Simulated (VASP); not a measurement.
Computed with PBEsol GGA, VASP's PBE PAW potentials (set 64) (plane waves; VASP 6.6.1).

VASP ran on this input.

POSCAR:
```
C
1.0
  2.4602483167   0.0000000000   0.0000000000
 -1.2301241584   2.1306379453   0.0000000000
  0.0000000000   0.0000000000   7.0462806896
C
4
Cartesian
  0.0000000000   0.0000000000   1.7615701724
  0.0000000000   0.0000000000   5.2847105172
 -0.0000012302   1.4204260071   1.7615701724
  1.2301253885   0.7102119382   5.2847105172
```

KPOINTS:
```
Automatic mesh
0
Gamma
11 11 4
0 0 0
```

### INCAR
```
! general
SYSTEM = C
PREC   = Accurate
ENCUT  = 520
LREAL  = .FALSE.
LASPH  = .TRUE.

! electronic loop
EDIFF  = 1E-7
NELM   = 100
ALGO   = Normal

! smearing
ISMEAR = -5

! functional
GGA    = PS

! ions
ISIF   = 2

! output
LWAVE  = .FALSE.
LCHARG = .TRUE.
LORBIT = 11
NEDOS  = 601

! other
LEFG   = .TRUE.
```

POTCAR, in this order: C (PBE.64 set). Program: vasp_std.

The resulting files:

### OSZICAR
```
       N       E                     dE             d eps       ncg     rms          rms(c)
DAV:   1     0.511618626624E+02    0.51162E+02   -0.84177E+03  1152   0.124E+03
DAV:   2    -0.367070005935E+02   -0.87869E+02   -0.80840E+02  1688   0.231E+02
DAV:   3    -0.409319747812E+02   -0.42250E+01   -0.41865E+01  1456   0.509E+01
DAV:   4    -0.409868381934E+02   -0.54863E-01   -0.54810E-01  1440   0.674E+00
DAV:   5    -0.409882217511E+02   -0.13836E-02   -0.13833E-02  1452   0.993E-01    0.906E+00
DAV:   6    -0.391618714670E+02    0.18264E+01   -0.17834E+00  1332   0.925E+00    0.526E+00
DAV:   7    -0.385763248243E+02    0.58555E+00   -0.19869E+00  1352   0.987E+00    0.131E+00
DAV:   8    -0.385816437502E+02   -0.53189E-02   -0.64114E-02  1304   0.178E+00    0.122E-01
DAV:   9    -0.385814067670E+02    0.23698E-03   -0.14051E-03  1456   0.308E-01    0.667E-02
DAV:  10    -0.385816125225E+02   -0.20576E-03   -0.34671E-04  1352   0.146E-01    0.414E-02
DAV:  11    -0.385816110003E+02    0.15222E-05   -0.52220E-06  1540   0.197E-02    0.416E-03
DAV:  12    -0.385816118066E+02   -0.80628E-06   -0.10925E-06  1408   0.819E-03    0.730E-04
DAV:  13    -0.385816119121E+02   -0.10554E-06   -0.12093E-07  1328   0.260E-03    0.461E-04
DAV:  14    -0.385816118840E+02    0.28183E-07   -0.32157E-09   916   0.467E-04
   1 F= -.38581612E+02 E0= -.38581612E+02  d E =0.000000E+00
```

File OUTCAR:
```
------------------------ aborting loop because EDIFF is reached ----------------------------------------
  FORCE on cell =-STRESS in cart. coord.  units (eV):
  Direction    XX          YY          ZZ          XY          YZ          ZX
  --------------------------------------------------------------------------------------
  Total        0.0674987      0.0674987      0.0547889     -0.0000000      0.0000000     -0.0000000
  in kB        2.9279060      2.9279071      2.3765909     -0.0000000      0.0000000     -0.0000000
  external PRESSURE =       2.7441347 kB  Pullay stress =       0.0000000 kB
  volume of cell :       36.94
      direct lattice vectors                 reciprocal lattice vectors
     2.460248317  0.000000000  0.000000000     0.406463036  0.234671499  0.000000000
    -1.230124158  2.130637945  0.000000000     0.000000000  0.469342998  0.000000000
     0.000000000  0.000000000  7.046280690     0.000000000  0.000000000  0.141918843
 POSITION                                       TOTAL-FORCE (eV/Angst)
 -----------------------------------------------------------------------------------
      0.00000      0.00000      1.76157        -0.000000     -0.000000     -0.000000
      0.00000      0.00000      5.28471         0.000000      0.000000     -0.000000
     -0.00000      1.42043      1.76157         0.000000     -0.000000      0.000000
      1.23013      0.71021      5.28471        -0.000000      0.000000      0.000000
 -----------------------------------------------------------------------------------
    total drift:                                0.000000     -0.000000      0.000000
  FREE ENERGIE OF THE ION-ELECTRON SYSTEM (eV)
  ---------------------------------------------------
  free  energy   TOTEN  =       -38.5816118840 eV

  energy  without entropy=      -38.5816118840  energy(sigma->0) =      -38.58161188

 total charge

# of ion       s       p       d       tot
------------------------------------------
    1        0.860   1.787   0.000   2.647
    2        0.860   1.787   0.000   2.647
    3        0.860   1.789   0.000   2.649
    4        0.860   1.789   0.000   2.649
--------------------------------------------------
tot          3.440   7.153   0.000  10.593
```
(Selected blocks of OUTCAR.)

Without a dispersion term in the relaxation, distances and binding between the weakly bound layers, chains or molecules are unreliable, and so is what depends on them.

The structure comes from a measured C entry (P6_3/mmc) of the Crystallography Open Database, whose conditions weren't checked. It was relaxed first.
